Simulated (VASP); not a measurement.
Input:

```yaml
crystal:
  lattice:
    - [4.01568, 0.00000, 0.00000]
    - [0.00000, 4.01568, 0.00000]
    - [0.00000, 0.00000, 4.01568]
  atoms:
    - { symbol: Cs, position: [0.00000, 0.00000, 0.00000] }
    - { symbol: Cl, position: [0.50000, 0.50000, 0.50000] }
```

The numbers are results of LDA (Ceperley-Alder, Perdew-Zunger), VASP's LDA PAW potentials (set 64) (plane waves; VASP 6.6.1), not measurements. Run with 520 eV cut-off, 7×7×7 Γ-centred mesh, Gaussian smearing of 0.050 eV, potentials Cs_sv Cl.

Unless said otherwise, spin-orbit coupling is left out, though it shifts the bands of the heavy elements here.

**Question.** Predict the energy per atom (σ→0), band gap (on the k-mesh) with the smallest direct gap where there is one.

**Answer.** 
```json
{
  "band gap (on the k-mesh)": "5.02 eV",
  "smallest direct gap (on the k-mesh)": "5.02 eV",
  "energy per atom (σ→0)": "-3.653 eV/atom"
}
```

The compound is CsCl in the CsCl type structure. This cell is one point of a volume scan, at 1.03 of the reference volume.
